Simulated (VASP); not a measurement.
Data:

```xyz
4
Lattice="2.1090 1.2176 7.0187 -2.1090 1.2176 7.0187 0.0000 -2.4353 7.0187" Properties=species:S:1:pos:R:3 pbc="T T T"
Zn     0.0000     0.0000    13.2738
Cd     0.0000     0.0000     2.4751
Te     0.0000     0.0000    10.6847
Se     0.0000     0.0000    20.9421
```

Level of theory: LDA (Ceperley-Alder, Perdew-Zunger), VASP's LDA PAW potentials (set 64) (plane waves; VASP). Numerical set-up: 400 eV cut-off, Gaussian smearing of 0.050 eV, potentials Zn Cd Te Se.

Question: Give the energies of bands 13 to 21 at the high-symmetry points, in eV from the Fermi level.

Answer: 
```tsv
band	Γ	T	H2	L	S0	F
13	-5.69	-3.82	-5.51	-5.38	-5.49	-5.79
14	-1.81	-3.62	-4.86	-4.72	-4.84	-5.10
15	-1.81	-1.73	-3.76	-3.18	-3.84	-2.92
16	-0.85	-1.73	-3.06	-2.85	-3.04	-2.71
17	-0.10	-0.17	-2.30	-2.71	-2.37	-1.48
18	0.00	-0.17	-2.02	-1.37	-2.02	-1.02
19	0.00	0.77	2.56	2.08	2.51	1.19
20	2.22	2.85	2.95	3.24	3.42	2.06
21	4.45	4.17	4.07	3.84	3.90	2.39
```

It has no gap at this level: it comes out as a metal or semimetal.

The structure comes from a computed database's ZnCdTeSe entry (R3m); how it stands against other phases isn't given here. It was relaxed first, which changed the volume by -9 %.
